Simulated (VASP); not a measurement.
Data:

```
CELL_PARAMETERS angstrom
      1.78137    -3.08541     0.00000
      1.78137     3.08541     0.00000
      0.00000     0.00000     5.62692
ATOMIC_POSITIONS crystal
  Gd 0.33333 0.66667 0.25000
  Gd 0.66667 0.33333 0.75000
```

Computed with PBEsol GGA, VASP's PBE PAW potentials (set 64) (plane waves; VASP). Settings: 480 eV cut-off, 12×12×6 Γ-centred mesh, first-order Methfessel-Paxton smearing of 0.10 eV, potentials Gd_3.

The 4f electrons are frozen in the core of the lanthanide potential, so 4f levels, which can set the real gap, and their magnetism are missing.

Each row applies one change to this cell, which was relaxed at other settings and keeps the small stress of the first row; at a fixed cut-off the stress holds a Pulay part, so it need not integrate to ΔE exactly. Stress is in GPa, positive when the cell is compressed.

```json
[
 {"change": "none", "ΔE (meV/atom)": "0.0", "σxx": "0.06", "σyy": "0.06", "σzz": "-0.09", "largest shear component, with its sign (GPa)": "0.00", "largest force (eV/Å)": "0.000"},
 {"change": "atom 2 (Gd) moved by 0.075 Å along x", "ΔE (meV/atom)": "0.8", "σxx": "-0.02", "σyy": "-0.01", "σzz": "-0.02", "largest shear component, with its sign (GPa)": "-0.23", "largest force (eV/Å)": "0.047"},
 {"change": "isotropic strain of +1.0 %", "ΔE (meV/atom)": "3.2", "σxx": "-1.01", "σyy": "-1.01", "σzz": "-1.39", "largest shear component, with its sign (GPa)": "0.00", "largest force (eV/Å)": "0.000"},
 {"change": "biaxial strain of +1.5 % in the xz plane", "ΔE (meV/atom)": "4.3", "σxx": "-1.37", "σyy": "-0.59", "σzz": "-1.56", "largest shear component, with its sign (GPa)": "0.00", "largest force (eV/Å)": "0.014"},
 {"change": "atom 1 (Gd) moved by 0.200 Å along y", "ΔE (meV/atom)": "[?]", "σxx": "[?]", "σyy": "[?]", "σzz": "[?]", "largest shear component, with its sign (GPa)": "[?]", "largest force (eV/Å)": "[?]"},
 {"change": "atom 2 (Gd) moved by 0.200 Å along x", "ΔE (meV/atom)": "6.7", "σxx": "-0.29", "σyy": "-0.28", "σzz": "0.20", "largest shear component, with its sign (GPa)": "-0.62", "largest force (eV/Å)": "0.158"},
 {"change": "uniaxial strain of -4.0 % along y", "ΔE (meV/atom)": "11.6", "σxx": "0.74", "σyy": "3.02", "σzz": "1.31", "largest shear component, with its sign (GPa)": "0.00", "largest force (eV/Å)": "0.048"},
 {"change": "isotropic strain of +3.0 %", "ΔE (meV/atom)": "[?]", "σxx": "[?]", "σyy": "[?]", "σzz": "[?]", "largest shear component, with its sign (GPa)": "[?]", "largest force (eV/Å)": "[?]"}
]
```

**Question.** Fill in the missing entries.

**Answer.** 
- isotropic strain of +3.0 %, ΔE (meV/atom): 29.0
- isotropic strain of +3.0 %, σxx: -2.92
- isotropic strain of +3.0 %, σyy: -2.92
- isotropic strain of +3.0 %, σzz: -3.57
- isotropic strain of +3.0 %, largest shear component, with its sign (GPa): 0.00
- isotropic strain of +3.0 %, largest force (eV/Å): 0.000
- atom 1 (Gd) moved by 0.200 Å along y, ΔE (meV/atom): 5.8
- atom 1 (Gd) moved by 0.200 Å along y, σxx: 0.42
- atom 1 (Gd) moved by 0.200 Å along y, σyy: -0.85
- atom 1 (Gd) moved by 0.200 Å along y, σzz: 0.11
- atom 1 (Gd) moved by 0.200 Å along y, largest shear component, with its sign (GPa): 0.00
- atom 1 (Gd) moved by 0.200 Å along y, largest force (eV/Å): 0.143

Failed runs are left out, and for metals the shear rows, which the mesh's noise covers.

The compound is Gd in the hcp structure.
